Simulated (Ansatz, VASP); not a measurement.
# Ba2TaBiO6: VASP beside Ansatz

Wanted: the spread between two codes on one cell, functional and k mesh. The cell is taken from a series of runs on this material, whose earlier steps may have relaxed, scaled, displaced or heated it; both programs get it as it stands.

Program: Ansatz 0.2.0. Level of theory: plane waves, with VASP 6.6.1 beside it; G0W0 gap at LDA. Results are calculated unless marked as measured.

**1. The starting structure**

It takes space group R-3 (No. 148, trigonal). Conventional cell: a = 6.151 Å, b = 6.151 Å, c = 14.869 Å, α = 90.00°, β = 90.00°, γ = 120.00°. Nearest to Ba lie 12 O at 2.76 to 3.40 Å. Nearest to Ta lie 6 O at 2.01 Å. Nearest to Bi lie 6 O at 2.36 Å. Nearest to O lie 1 Ta at 2.01 Å and 1 Bi at 2.36 Å and 4 Ba at 2.76 to 3.40 Å. Farther neighbours and most contacts between anions are not listed.

**2. VASP: G0W0 gap, LDA**

Quasiparticle shifts depend on high empty states and on the cores, so they are the hardest test of two PAW sets.

Lines of VASP's logs that name or quote its potential files are left out, and so is its time.

The run reads the wave functions of an earlier VASP run, which isn't shown here.

The input, INCAR:

```
SYSTEM = Ba2TaBiO6
PREC = Accurate
ENCUT = 440
ISMEAR = 0
SIGMA = 0.01
LREAL = .FALSE.
GGA = CA
NBANDS = 178
LASPH = .TRUE.
ALGO = EVGW0
NELMGW = 1
ENCUTGW = 141.5
NOMEGA = 64
PRECFOCK = Fast
NBANDSGW = 51
LWAVE = .FALSE.
LCHARG = .FALSE.
```

The input, POSCAR:

```
Ba2TaBiO6
1.0
    3.0756268342      1.7757139807      4.9562231058
   -3.0756268342      1.7757139807      4.9562231058
    0.0000000000     -3.5514279614      4.9562231058
Ba Ta Bi O
2 1 1 6
Direct
    0.7488160000      0.7488160000      0.7488160000
    0.2511840000      0.2511840000      0.2511840000
    0.5000000000      0.5000000000      0.5000000000
    0.0000000000      0.0000000000      0.0000000000
    0.7255100000      0.2188560000      0.3220350000
    0.2188560000      0.3220350000      0.7255100000
    0.3220350000      0.7255100000      0.2188560000
    0.2744900000      0.7811440000      0.6779650000
    0.6779650000      0.2744900000      0.7811440000
    0.7811440000      0.6779650000      0.2744900000
```

The input, KPOINTS:

```
Automatic mesh
0
Gamma
2 2 2
0 0 0
```

The projector-augmented-wave data sets are Ba_sv_GW, Ta_sv_GW, Bi_d_GW and O_GW (LDA family, release 64).

Launch:

```console
$ export OMP_NUM_THREADS=4
$ mpirun -np 1 vasp_std
```

Numbers of over 12 decimals in the logs are rounded to 6 here.

Log:

```text
[banner, memory and clock lines left out]
running    1 mpi-ranks, on    1 nodes
 distrk:  each k-point on    1 cores,    1 groups
 distr:  one band on    1 cores,    1 groups
 Offloading initialized ...    1 GPUs detected
 POSCAR found type information on POSCAR BaTaBiO
 POSCAR found :  4 types and      10 ions
|                                                                             |
|           W    W    AA    RRRRR   N    N  II  N    N   GGGG   !!!           |
|           W    W   A  A   R    R  NN   N  II  NN   N  G    G  !!!           |
|           W    W  A    A  R    R  N N  N  II  N N  N  G       !!!           |
|           W WW W  AAAAAA  RRRRR   N  N N  II  N  N N  G  GGG   !            |
|           WW  WW  A    A  R   R   N   NN  II  N   NN  G    G                |
|           W    W  A    A  R    R  N    N  II  N    N   GGGG   !!!           |
|                                                                             |
|     The default for ENCUTGWSOFT is different in this version of VASP.       |
|     please manually set ENCUTGWSOFT =141.5 in the INCAR file.               |
|                                                                             |

 LDA part: xc-table for (Slater(with rela. corr.)+CA(PZ))
 , standard interpolation
 found WAVECAR, reading the header
 POSCAR, INCAR and KPOINTS ok, starting setup
 FFT: planning ... GRIDC
 FFT: planning ... GRID_SOFT
 FFT: planning ... GRID
 reading WAVECAR
 the WAVECAR file was read successfully
 initial charge from wavefunction
 available memory per node:   1617.51 GB, setting MAXMEM to   1656333

 The Fermi energy was updated, please check that it is located mid-gap
 values below the HOMO (VB) or above the LUMO (CB) will cause erroneous energies
 E-fermi :   5.7997

 calculate exact exchange contribution
 the WAVEDER file was read successfully
|                                                                             |
|           W    W    AA    RRRRR   N    N  II  N    N   GGGG   !!!           |
|           W    W   A  A   R    R  NN   N  II  NN   N  G    G  !!!           |
|           W    W  A    A  R    R  N N  N  II  N N  N  G       !!!           |
|           W WW W  AAAAAA  RRRRR   N  N N  II  N  N N  G  GGG   !            |
|           WW  WW  A    A  R   R   N   NN  II  N   NN  G    G                |
|           W    W  A    A  R    R  N    N  II  N    N   GGGG   !!!           |
|                                                                             |
|     Automatic setting of frequency mesh for GW failed. Frequency mesh       |
|     properly not suitable for determining QP energies. Consider             |
|     increasing number of kpoints.                                           |
|                                                                             |

energies w=
    0.000    0.000    1.581    0.000    3.160    0.000    4.732    0.000
    6.294    0.000    7.846    0.000    9.382    0.000   10.904    0.000
   12.407    0.000   13.893    0.000   15.359    0.000   16.806    0.000
   18.235    0.000   19.645    0.000   21.037    0.000   22.414    0.000
   23.775    0.000   25.123    0.000   26.459    0.000   27.786    0.000
   29.106    0.000   30.420    0.000   31.731    0.000   33.042    0.000
   34.355    0.000   35.673    0.000   36.999    0.000   38.336    0.000
   39.688    0.000   41.057    0.000   42.448    0.000   43.864    0.000
   45.311    0.000   46.792    0.000   48.313    0.000   49.879    0.000
   51.496    0.000   53.173    0.000   54.916    0.000   56.733    0.000
   58.635    0.000   60.634    0.000   62.741    0.000   64.971    0.000
   67.341    0.000   69.871    0.000   72.584    0.000   75.506    0.000
   78.670    0.000   82.115    0.000   85.886    0.000   90.040    0.000
   94.646    0.000   99.791    0.000  105.582    0.000  112.157    0.000
  119.697    0.000  128.435    0.000  138.688    0.000  150.892    0.000
  165.663    0.000  183.903    0.000  206.982    0.000  237.097    0.000
 responsefunction array rank=     632
 LDA part: xc-table for (Slater(with rela. corr.)+CA(PZ))
 , standard interpolation

 min. memory requirement per mpi rank   1051.6 MB, per node   1051.6 MB

 allocating  64 responsefunctions rank=   632
 shmem allocating  64 responsefunctions rank=   632
 response function shared by NCSHMEM nodes    1
 Doing            64  frequencies on each core in blocks of            64
NQ=   1    0.0000    0.0000    0.0000,
|.........|.........|.........|.........|.........|.........|.........|.........
 performed        165000 updates of chi_q(r,r)
 total number of BLAS operations        491.06 Gflops
NQ=   2    0.5000    0.0000    0.0000,
|.........|.........|.........|.........|.........|.........|.........|.........
 performed        403000 updates of chi_q(r,r)
 total number of BLAS operations       1228.08 Gflops
NQ=   3    0.5000    0.5000    0.0000,
|.........|.........|.........|.........|.........|.........|.........|.........
 performed        641000 updates of chi_q(r,r)
 total number of BLAS operations       1988.99 Gflops
NQ=   4    0.5000    0.5000    0.5000,
|.........|.........|.........|.........|.........|.........|.........|.........
 performed        806000 updates of chi_q(r,r)
 total number of BLAS operations       2491.41 Gflops
 resolving degeneracies of screened two electron integrals

 calculate QP shifts <psi_nk| G(iteration)W_0 |psi_nk>: iteration 1
 entering main loop
```

OUTCAR, selected parts (step 2):

```text
ion  position               nearest neighbor table
   1  0.749  0.749  0.749-
   2  0.251  0.251  0.251-
   3  0.500  0.500  0.500-   5 2.01   8 2.01   7 2.01   9 2.01   6 2.01  10 2.01
   4  0.000  0.000  0.000-   7 2.36   9 2.36   8 2.36   5 2.36   6 2.36  10 2.36
   5  0.726  0.219  0.322-   3 2.01   4 2.36
   6  0.219  0.322  0.726-   3 2.01   4 2.36
   7  0.322  0.726  0.219-   3 2.01   4 2.36
   8  0.274  0.781  0.678-   3 2.01   4 2.36
   9  0.678  0.274  0.781-   3 2.01   4 2.36
  10  0.781  0.678  0.274-   3 2.01   4 2.36

  LATTYP: Found a trigonal (rhomboedric) cell.
 ALAT       =     6.0972771004
 COS(alpha) =     0.4911082467

 Subroutine GETGRP returns: Found  6 space group operations
 (whereof  6 operations were pure point group operations)

The static configuration has the point symmetry S_6 .

 Found      4 irreducible k-points:

   k-points           NKPTS =      4   k-points in BZ     NKDIM =      8   number of bands    NBANDS=    178

   dimension x,y,z NGX =    42 NGY =   42 NGZ =   42
   dimension x,y,z NGXF=    84 NGYF=   84 NGZF=   84

   ENCUT  =  440.0 eV  32.34 Ry    5.69 a.u.  10.43 10.43 10.43*2*pi/ulx,y,z

   NELECT =      86.0000    total number of electrons

  energy-cutoff  :      440.00
  volume of cell :      162.41
      direct lattice vectors                 reciprocal lattice vectors
     3.075626834  1.775713981  4.956223106     0.162568487  0.093858960  0.067255514
    -3.075626834  1.775713981  4.956223106    -0.162568487  0.093858960  0.067255514
     0.000000000 -3.551427961  4.956223106     0.000000000 -0.187717919  0.067255514

 k-points in reciprocal lattice and weights: Automatic mesh
   0.00000000  0.00000000  0.00000000       0.125
   0.50000000  0.00000000  0.00000000       0.375
   0.50000000  0.50000000  0.00000000       0.375
   0.50000000  0.50000000  0.50000000       0.125

 E-fermi :   5.7997

 QP shifts <psi_nk| G(iteration)W_0 |psi_nk>: iteration 1
 for sc-GW calculations column KS-energies equals QP-energies in previous step
 and V_xc(KS)=  KS-energies - (<T + V_ion + V_H > + <T+V_H+V_ion>^1  + <V_x>^1)
 k-point   1 :       0.0000    0.0000    0.0000
  band No.  KS-energies  QP-energies   sigma(KS)   V_xc(KS)     V^pw_x(r,r')   Z            occupation Imag(sigma)
    ...
     40       3.0842       2.8959     -19.3192     -19.0716     -24.0813       0.7602       2.0000       0.7599
     41       3.3393       3.1608     -19.0281     -18.7925     -23.7623       0.7578       2.0000       0.7545
     42       3.3393       3.1608     -19.0281     -18.7925     -23.7623       0.7578       2.0000       0.7545
     43       3.7479       3.7244     -19.1800     -19.1494     -23.4092       0.7642       2.0000       0.6706
     44       7.6753       9.2385     -11.0896     -12.9869      -8.2648       0.8238       0.0000      -0.4169
     45       7.8249       9.7040     -12.7658     -15.0982      -9.2768       0.8056       0.0000      -0.5435
     46       7.8801       9.7737     -12.7206     -15.0678      -9.2106       0.8068       0.0000      -0.5465
     47       7.8801       9.7737     -12.7206     -15.0678      -9.2106       0.8068       0.0000      -0.5465
    ...

 k-point   2 :       0.5000    0.0000    0.0000
  band No.  KS-energies  QP-energies   sigma(KS)   V_xc(KS)     V^pw_x(r,r')   Z            occupation Imag(sigma)
    ...
     40       3.1043       2.8904     -18.8267     -18.5452     -23.5793       0.7596       2.0000       0.7723
     41       3.1270       2.9471     -19.4612     -19.2253     -24.1691       0.7625       2.0000       0.7399
     42       3.2706       3.0906     -19.0094     -18.7722     -23.7345       0.7585       2.0000       0.7580
     43       4.5358       4.7041     -19.5491     -19.7646     -23.0827       0.7813       2.0000       0.5332
     44       7.0377       8.7541     -11.9151     -14.0117      -8.7902       0.8187       0.0000      -0.4518
     45       7.3979       9.1644     -12.1078     -14.2712      -8.8911       0.8165       0.0000      -0.4739
     46       7.9444       9.7391     -12.4146     -14.6248      -9.2470       0.8120       0.0000      -0.4894
     47       8.3185      10.2197     -13.0464     -15.3941      -9.8807       0.8098       0.0000      -0.5085
    ...

 k-point   3 :       0.5000    0.5000    0.0000
  band No.  KS-energies  QP-energies   sigma(KS)   V_xc(KS)     V^pw_x(r,r')   Z            occupation Imag(sigma)
    ...
     40       2.7996       2.5471     -18.7502     -18.4190     -23.4610       0.7624       2.0000       0.7806
     41       2.8521       2.5821     -18.4350     -18.0804     -23.1453       0.7613       2.0000       0.7839
     42       2.8884       2.6275     -18.5105     -18.1681     -23.2103       0.7621       2.0000       0.7795
     43       3.6260       3.5202     -19.3457     -19.2064     -23.9190       0.7593       2.0000       0.7172
     44       7.6805       9.5786     -12.0250     -14.3625      -8.2624       0.8120       0.0000      -0.5632
     45       8.5275      10.5965     -14.2483     -16.8531     -10.7137       0.7943       0.0000      -0.6058
     46       8.5704      10.6597     -14.5237     -17.1628     -10.9694       0.7917       0.0000      -0.6187
     47       8.8547      10.6361     -12.6947     -14.8858      -9.9743       0.8130       0.0000      -0.4577
    ...

 k-point   4 :       0.5000    0.5000    0.5000
  band No.  KS-energies  QP-energies   sigma(KS)   V_xc(KS)     V^pw_x(r,r')   Z            occupation Imag(sigma)
    ...
     40       2.9641       2.7780     -19.4166     -19.1729     -24.1052       0.7635       2.0000       0.7420
     41       2.9641       2.7780     -19.4166     -19.1729     -24.1052       0.7635       2.0000       0.7420
     42       2.9775       2.7498     -18.8083     -18.5085     -23.6106       0.7592       2.0000       0.7875
     43       4.5618       4.7352     -19.5681     -19.7902     -23.1061       0.7809       2.0000       0.5338
     44       7.1641       8.8832     -11.9072     -14.0071      -8.7371       0.8187       0.0000      -0.4614
     45       7.6330       9.4049     -12.2790     -14.4484      -9.1535       0.8168       0.0000      -0.4693
     46       7.6330       9.4049     -12.2790     -14.4484      -9.1535       0.8168       0.0000      -0.4693
     47       8.5824      10.5301     -12.8247     -15.2319      -9.4586       0.8091       0.0000      -0.5433
    ...
```

(Continued in part 2 of 2.)

[Lines on the potential files, build, host, timing and source positions are cut from VASP's logs without a mark.]

[Logs are printed without paths, hosts, clocks, repeated set-up lines and the standing remarks that a program may print on its own settings, such as how far it seeks lower states.]

[Hosts, paths, dates, database ids (printed as entryN), source tags and the programs' standing remarks are cut or masked in the printed files.]
